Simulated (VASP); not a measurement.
The system is Ga2SnSe.

```xyz
4
Lattice="3.9700 0.0000 0.0000 0.0000 3.9700 0.0000 0.0000 0.0000 5.6300" Properties=species:S:1:pos:R:3 pbc="T T T"
Ga    1.9850    0.0000    4.2225
Ga    0.0000    1.9850    1.4075
Sn    0.0000    0.0000    0.0000
Se    1.9850    1.9850    2.8150
```

The cell was built by a generator and needn't be a form met in nature.

- Program: VASP 6.6.1
- Task: relaxation of cell and atoms
- Functional: PBE
- Potentials or basis: VASP PAW PBE potentials, release 64 (Ga_d, Sn_d, Se)
- Cutoff: 520 eV
- k mesh: 4 × 4 × 3
- Occupations: gaussian, width 0.15 eV
- Spin: no spin polarisation

At the start: pressure 18.3 GPa; volume 22.18 Å³/atom.

Q: Where does the relaxation end?

A: Over 8 steps the energy falls by 297.0 meV/atom and the volume is 28.61 Å³/atom (+29.0 %); space group P-4m2 (No. 115, to 0.05 Å).

Step by step:
```tsv
step	energy change (eV)	largest force (eV/Å)	pressure (GPa)	volume (Å³)
1	0.0000	0.4331	18.25	88.73
2	-1.0383	0.1502	-3.06	125.29
3	-1.1513	0.1357	0.24	113.55
4	-1.1514	0.1798	-0.21	114.41
5	-1.1599	0.1003	-0.07	114.43
6	-1.1800	0.0244	-0.67	114.46
7	-1.1820	0.1763	-0.24	114.27
8	-1.1878	0.0581	-0.27	114.43
```

Final structure:
```
Ga Sn Se
1.0
     4.44482    0.00000    0.00000
     0.00000    4.44482    0.00000
     0.00000    0.00000    5.79186
Ga Sn Se
2 1 1
Cartesian
  2.2224 0.0000 4.3749
  0.0000 2.2224 1.4170
  0.0000 0.0000 0.0000
  2.2224 2.2224 2.8959
```

Caveat: the k mesh is coarse (spacing up to 0.40 Å⁻¹), so the values aren't converged; the volume moved by over 15 % at a fixed basis, so the end points are rough.
